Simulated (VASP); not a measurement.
# HPbNO4 (Pmmn) in VASP: further runs, part 2 of 2

VASP 6.6.1. Earlier steps stand in the parts before.

### 3 Relaxation of cell and atoms, revPBE

INCAR

```
SYSTEM = HPbNO4
PREC     = Accurate       ! precision mode
ENCUT    = 600            ! plane-wave cutoff, eV
EDIFF    = 1E-6           ! SCF threshold, eV
ISMEAR   = -1             ! smearing method
SIGMA    = 0.05           ! smearing width, eV
LREAL    = .FALSE.        ! projectors in reciprocal space
LASPH    = .TRUE.         ! aspherical terms in the spheres
NELM     = 60             ! most SCF steps
ALGO     = Normal         ! electronic algorithm
ISIF     = 3              ! what is computed and relaxed
LWAVE    = .FALSE.        ! write WAVECAR
LCHARG   = .FALSE.        ! write CHGCAR
GGA      = RE             ! functional
IBRION   = 2              ! ionic algorithm
NSW      = 60             ! ionic steps
EDIFFG   = -0.02          ! ionic threshold
KPAR     = 4
```

KPOINTS

```
regular mesh
0
G
  6 5 4
  0 0 0
```

POSCAR

```
HPbNO4
1.0
    4.9245300000      0.0000000000      0.0000000000
    0.0000000000      5.5972000000      0.0000000000
    0.0000000000      0.0000000000      7.2434700000
H Pb N O
2 2 2 8
Direct
    0.0000000000      0.5000000000      0.1931700000
    0.5000000000      0.0000000000      0.8068300000
    0.5000000000      0.5000000000      0.9525700000
    0.0000000000      0.0000000000      0.0474300000
    0.0000000000      0.0000000000      0.6365400000
    0.5000000000      0.5000000000      0.3634600000
    0.0000000000      0.5000000000      0.0586000000
    0.5000000000      0.0000000000      0.9414000000
    0.0000000000      0.1956900000      0.7299500000
    0.0000000000      0.8043100000      0.7299500000
    0.0000000000      0.0000000000      0.4675000000
    0.5000000000      0.6956900000      0.2700500000
    0.5000000000      0.3043100000      0.2700500000
    0.5000000000      0.5000000000      0.5325000000
```

Potentials or basis: VASP PAW PBE potentials, release 64 (H, Pb_d, N, O).

Started as:

```console
$ cat potpaw_PBE.64/H/POTCAR potpaw_PBE.64/Pb_d/POTCAR potpaw_PBE.64/N/POTCAR potpaw_PBE.64/O/POTCAR > POTCAR
$ mpirun -np 4 vasp_std > vasp.out
```

OUTCAR:

```text
SYSTEM = HPbNO4
   PREC = Accurate
   ENCUT = 600
   EDIFF = 1E-6
   ISMEAR = -1
   LREAL = .FALSE.
   LASPH = .TRUE.
   NELM = 60
   ISIF = 3
   GGA = RE
   IBRION = 2
   NSW = 60
   EDIFFG = -0.02

 ion  position               nearest neighbor table
   1  0.000  0.500  0.193-   7 0.97
   2  0.500  0.000  0.807-   8 0.97
   3  0.500  0.500  0.953-  12 2.55  13 2.55   7 2.58   7 2.58   8 2.80   8 2.80  14 3.04   4 3.79
                             4 3.79   4 3.79   4 3.79
   4  0.000  0.000  0.047-   9 2.55  10 2.55   8 2.58   8 2.58   7 2.80   7 2.80  11 3.04   3 3.79
                             3 3.79   3 3.79   3 3.79
   5  0.000  0.000  0.637-  11 1.22  10 1.29   9 1.29
   6  0.500  0.500  0.363-  14 1.22  13 1.29  12 1.29
   7  0.000  0.500  0.059-   1 0.97   3 2.58   3 2.58   4 2.80   4 2.80
   8  0.500  0.000  0.941-   2 0.97   4 2.58   4 2.58   3 2.80   3 2.80
   9  0.000  0.196  0.730-   5 1.29   4 2.55
[... 469 lines left out ...]

  energy without entropy =      -77.01100091  energy(sigma->0) =      -77.01100091

 E-fermi :   1.4495     XC(G=0):  -8.0998

 val. band max:        0.2911504204   @ k =   0.0000   0.0000   0.0000
 cond. band min:       3.1420172087   @ k =   0.5000   0.4000   0.0000
 fundamental gap:      2.8508667883
 Fermi energy:         1.4494540102

 k-point     1 :       0.0000    0.0000    0.0000
  band No.  band energies     occupation
      1     -25.0078      2.00000
      2     -24.9842      2.00000
      3     -19.9672      2.00000
      4     -19.9522      2.00000
      5     -19.1762      2.00000
      6     -19.1666      2.00000
[... 1309 lines left out ...]
     51       6.4096      0.00000
     52       6.4096      0.00000

 [... further k-points ...]

------------------------ aborting loop because EDIFF is reached ----------------------------------------

  FORCE on cell =-STRESS in cart. coord.  units (eV):
  Direction    XX          YY          ZZ          XY          YZ          ZX
  --------------------------------------------------------------------------------------
  -------------------------------------------------------------------------------------
  Total        0.1333027     -0.0151222      0.0447907      0.0000000      0.0000000      0.0000000
  in kB        0.9980541     -0.1132218      0.3353534      0.0000000      0.0000000      0.0000000
  external PRESSURE =       0.4067286 kB  Pullay stress =       0.0000000 kB
[... 29 lines left out ...]
  FREE ENERGIE OF THE ION-ELECTRON SYSTEM (eV)
  ---------------------------------------------------
  free  energy   TOTEN  =       -77.0110009148 eV

  energy  without entropy=      -77.0110009147  energy(sigma->0) =      -77.01100091

 reached required accuracy - stopping structural energy minimisation
```

Wall time 21 min (4 MPI ranks of Intel Xeon 6975P-C (Granite Rapids), shared host); peak memory 0.61 GiB.

What came out:

- Free energy: -77.0110 eV
- Relaxed volume: 15.29 Å³/atom
- Relaxed cell: a = 5.021 Å, b = 5.735 Å, c = 7.431 Å, α = 90.00°, β = 90.00°, γ = 90.00°
- Space group after relaxing (to 0.05 Å): Pmmn (No. 59)
- Energy gained by relaxing: 5.0 meV/atom
- Ionic steps: 33
- Pressure after relaxing: 0.0 GPa
- Largest force after relaxing: 0.012 eV/Å
- Band gap on the k mesh: 2.85 eV, indirect (least direct gap 2.97 eV)

Forces in eV/Å, atoms in the order of the input:
```
H    0.000  0.000 -0.008
H    0.000  0.000  0.008
Pb   0.000  0.000 -0.010
Pb   0.000  0.000  0.010
N    0.000  0.000 -0.003
N    0.000  0.000  0.003
O    0.000  0.000 -0.005
O    0.000  0.000  0.005
O    0.000 -0.009 -0.007
O    0.000  0.009 -0.007
O    0.000  0.000  0.011
O    0.000 -0.009  0.007
O    0.000  0.009  0.007
O    0.000  0.000 -0.011
```

The path:
```
step  energy change (eV)  largest force (eV/Å)  pressure (GPa)  volume (Å³)
   1              0.0000                0.7673            2.62       199.66
   2              0.2330                3.0088           -4.11       206.46
   3             -0.0259                0.3359            0.82       201.21
   4             -0.0240                0.9100            0.13       204.18
   5             -0.0336                0.2942            0.47       202.61
   6             -0.0469                0.1209            0.38       205.10
   7             -0.0488                0.1632            0.35       206.45
   8             -0.0496                0.2721           -0.43       208.18
   9             -0.0507                0.1739           -0.10       207.43
  10             -0.0537                0.1735           -0.18       208.33
  11             -0.0552                0.2852           -0.28       209.44
  12             -0.0572                0.2224           -0.24       209.82
  13             -0.0607                0.1308           -0.13       210.79
  14             -0.0607                0.2775            0.12       212.75
  15             -0.0619                0.2027           -0.01       211.76
  16             -0.0632                0.0780           -0.01       212.20
  17             -0.0634                0.0746           -0.01       212.44
  18             -0.0639                0.0667           -0.03       212.54
  19             -0.0644                0.1505           -0.08       212.76
  20             -0.0647                0.1340           -0.09       212.80
  21             -0.0654                0.0947           -0.12       212.92
  22             -0.0662                0.1280           -0.17       213.16
  23             -0.0671                0.0897           -0.08       213.17
  24             -0.0679                0.0537            0.09       213.20
  25             -0.0680                0.0627            0.16       213.21
  26             -0.0684                0.0462            0.15       213.33
  27             -0.0688                0.0784            0.14       213.55
  28             -0.0685                0.2122            0.11       213.99
  29             -0.0689                0.1067            0.13       213.67
  30             -0.0693                0.0456            0.06       213.85
  31             -0.0693                0.0311            0.02       213.94
  32             -0.0693                0.0277            0.02       213.97
  33             -0.0694                0.0117            0.04       213.99
```

Final structure:
```cif
data_structure
_symmetry_space_group_name_H-M 'P 1'
_symmetry_Int_Tables_number 1
_cell_length_a 5.0211
_cell_length_b 5.7351
_cell_length_c 7.4311
_cell_angle_alpha 90.000
_cell_angle_beta 90.000
_cell_angle_gamma 90.000
_cell_volume 213.99
loop_
_atom_site_label
_atom_site_type_symbol
_atom_site_fract_x
_atom_site_fract_y
_atom_site_fract_z
_atom_site_occupancy
H1 H 0.00000 0.50000 0.18877 1
H2 H 0.50000 0.00000 0.81123 1
Pb1 Pb 0.50000 0.50000 0.96476 1
Pb2 Pb 0.00000 0.00000 0.03524 1
N1 N 0.00000 0.00000 0.63605 1
N2 N 0.50000 0.50000 0.36395 1
O1 O 0.00000 0.50000 0.05735 1
O2 O 0.50000 0.00000 0.94265 1
O3 O 0.00000 0.19251 0.72830 1
O4 O 0.00000 0.80749 0.72830 1
O5 O 0.00000 0.00000 0.47026 1
O6 O 0.50000 0.69251 0.27170 1
O7 O 0.50000 0.30749 0.27170 1
O8 O 0.50000 0.50000 0.52974 1
```

Caveat: the standard files for N, O and F lose accuracy on very short bonds; the PAW data sets were made with another functional, which shifts forces and pressure a little; spin-orbit coupling is left out, which as a rule narrows the gap of such compounds by several tenths of an eV; an odd mesh through Γ misses points on the zone boundary, where band edges often lie.

### 4 Relaxation of cell and atoms, BLYP

INCAR: that of step 3 with these lines changed.

```diff
@@ -13,3 +13,7 @@
 LCHARG   = .FALSE.        ! write CHGCAR
-GGA      = RE             ! functional
+GGA      = B5             ! functional
+ALDAX    = 1.0          
+AGGAX    = 1.0          
+AGGAC    = 1.0          
+ALDAC    = 0.0          
 IBRION   = 2              ! ionic algorithm
```

KPOINTS is that of step 3.

POSCAR is that of step 3.

Started as:

```console
$ cat potpaw_PBE.64/H/POTCAR potpaw_PBE.64/Pb_d/POTCAR potpaw_PBE.64/N/POTCAR potpaw_PBE.64/O/POTCAR > POTCAR
$ mpirun -np 4 vasp_std > vasp.out
```

Wall time 29 min (4 MPI ranks of Intel Xeon 6975P-C (Granite Rapids), shared host); peak memory 0.64 GiB.

The run converged. Its results:

| Item | Value |
| --- | --- |
| Free energy | -75.8714 eV |
| Relaxed volume | 14.81 Å³/atom |
| Relaxed cell | a = 4.981 Å, b = 5.723 Å, c = 7.275 Å, α = 90.00°, β = 90.00°, γ = 90.00° |
| Space group after relaxing (to 0.05 Å) | Pmmn (No. 59) |
| Energy gained by relaxing | 5.5 meV/atom |
| Ionic steps | 36 |
| Pressure after relaxing | 0.0 GPa |
| Largest force after relaxing | 0.014 eV/Å |
| Band gap on the k mesh | 2.80 eV, indirect (least direct gap 2.94 eV) |

Forces on the atoms (eV/Å):
```
H    0.000  0.000  0.014
H    0.000  0.000 -0.014
Pb   0.000  0.000 -0.002
Pb   0.000  0.000  0.002
N    0.000  0.000  0.001
N    0.000  0.000 -0.001
O    0.000  0.000 -0.001
O    0.000  0.000  0.001
O    0.000  0.005 -0.012
O    0.000 -0.005 -0.012
O    0.000  0.000 -0.003
O    0.000  0.005  0.012
O    0.000 -0.005  0.012
O    0.000  0.000  0.003
```

Stress tensor (GPa, compression positive):
```
 0.10  0.00  0.00
 0.00 -0.03  0.00
 0.00  0.00 -0.04
```

Step by step:
| step | energy change (eV) | largest force (eV/Å) | pressure (GPa) | volume (Å³) |
| --- | --- | --- | --- | --- |
| 1 | 0.0000 | 1.0371 | 3.21 | 199.66 |
| 2 | 0.3621 | 3.2533 | -5.44 | 208.03 |
| 3 | -0.0505 | 0.4171 | 0.66 | 201.70 |
| 4 | -0.0506 | 0.4043 | 0.73 | 201.63 |
| 5 | -0.0420 | 1.1062 | 0.31 | 204.12 |
| 6 | -0.0593 | 0.2478 | 0.53 | 202.67 |
| 7 | -0.0712 | 0.0678 | 0.15 | 204.92 |
| 8 | -0.0720 | 0.0661 | 0.05 | 205.57 |
| 9 | -0.0720 | 0.0659 | 0.04 | 205.65 |
| 10 | -0.0724 | 0.1303 | 0.04 | 205.89 |
| 11 | -0.0724 | 0.0873 | 0.04 | 205.82 |
| 12 | -0.0729 | 0.0773 | 0.03 | 205.95 |
| 13 | -0.0739 | 0.0577 | 0.02 | 206.33 |
| 14 | -0.0737 | 0.2188 | -0.01 | 207.08 |
| 15 | -0.0742 | 0.1275 | -0.01 | 206.66 |
| 16 | -0.0746 | 0.0584 | 0.02 | 206.84 |
| 17 | -0.0746 | 0.0669 | 0.02 | 206.88 |
| 18 | -0.0749 | 0.0311 | -0.04 | 206.97 |
| 19 | -0.0749 | 0.0373 | -0.06 | 207.01 |
| 20 | -0.0750 | 0.0308 | -0.01 | 207.00 |
| 21 | -0.0751 | 0.0478 | 0.06 | 206.98 |
| 22 | -0.0752 | 0.0482 | 0.05 | 206.99 |
| 23 | -0.0755 | 0.0484 | 0.04 | 207.01 |
| 24 | -0.0759 | 0.0490 | 0.03 | 207.07 |
| 25 | -0.0764 | 0.0800 | -0.01 | 207.18 |
| 26 | -0.0761 | 0.1677 | -0.07 | 207.39 |
| 27 | -0.0765 | 0.1098 | -0.03 | 207.25 |
| 28 | -0.0766 | 0.0938 | -0.02 | 207.26 |
| 29 | -0.0769 | 0.0492 | 0.00 | 207.29 |
| 30 | -0.0771 | 0.0417 | 0.04 | 207.35 |
| 31 | -0.0771 | 0.0286 | 0.04 | 207.33 |
| 32 | -0.0771 | 0.0284 | 0.04 | 207.34 |
| 33 | -0.0771 | 0.0330 | 0.04 | 207.34 |
| 34 | -0.0771 | 0.0278 | 0.04 | 207.34 |
| 35 | -0.0771 | 0.0236 | 0.03 | 207.35 |
| 36 | -0.0771 | 0.0140 | 0.01 | 207.39 |

Final structure:
```
CELL_PARAMETERS angstrom
4.98133 0.00000 0.00000
0.00000 5.72283 0.00000
0.00000 0.00000 7.27488
ATOMIC_POSITIONS crystal
H 0.00000 0.50000 0.19120
H 0.50000 0.00000 0.80880
Pb 0.50000 0.50000 0.95197
Pb 0.00000 0.00000 0.04803
N 0.00000 0.00000 0.63249
N 0.50000 0.50000 0.36751
O 0.00000 0.50000 0.05691
O 0.50000 0.00000 0.94309
O 0.00000 0.19344 0.72666
O 0.00000 0.80656 0.72666
O 0.00000 0.00000 0.46219
O 0.50000 0.69344 0.27334
O 0.50000 0.30656 0.27334
O 0.50000 0.50000 0.53781
```

Levels at points of the mesh, in eV from the valence-band top:
| k point | band 42 | band 43 | band 44 | band 45 | band 46 | band 47 |
| --- | --- | --- | --- | --- | --- | --- |
| (0.00, 0.00, 0.00) | -1.19 | -0.31 | 0.00 | 3.06 | 3.71 | 5.06 |
| (0.50, 0.00, 0.00) | -0.57 | -0.16 | -0.16 | 3.27 | 3.27 | 4.72 |
| (0.00, 0.00, 0.50) | -1.23 | -0.21 | -0.10 | 3.11 | 3.65 | 4.22 |
| (0.50, 0.00, 0.50) | -0.61 | -0.14 | -0.14 | 3.35 | 3.35 | 4.54 |

Caveat: the standard files for N, O and F lose accuracy on very short bonds; the PAW data sets were made with another functional, which shifts forces and pressure a little; spin-orbit coupling is left out, which as a rule narrows the gap of such compounds by several tenths of an eV; an odd mesh through Γ misses points on the zone boundary, where band edges often lie.

### 5 The runs side by side

| level | gap on the mesh (eV) | pressure (GPa) | relaxed volume (Å³/atom) | largest force (eV/Å) |
| --- | --- | --- | --- | --- |
| RPBE | 2.84 | 0.0 | 15.55 | 0.02 |
| revPBE | 2.85 | 0.0 | 15.29 | 0.01 |
| BLYP | 2.80 | 0.0 | 14.81 | 0.01 |

Alike in all rows: task relaxation of cell and atoms; potentials or basis VASP PAW PBE potentials, release 64 (H, Pb_d, N, O); no spin polarisation; cell relaxed; k mesh 6 × 5 × 4; cutoff (eV) 600; smearing fermi-dirac 0.05 eV.

Caveats: the standard files for N, O and F lose accuracy on very short bonds; the PAW data sets were made with another functional, which shifts forces and pressure a little; spin-orbit coupling is left out, which as a rule narrows the gap of such compounds by several tenths of an eV; an odd mesh through Γ misses points on the zone boundary, where band edges often lie.

Total energies depend on the potentials used, so only differences within one code and one set of settings carry meaning.
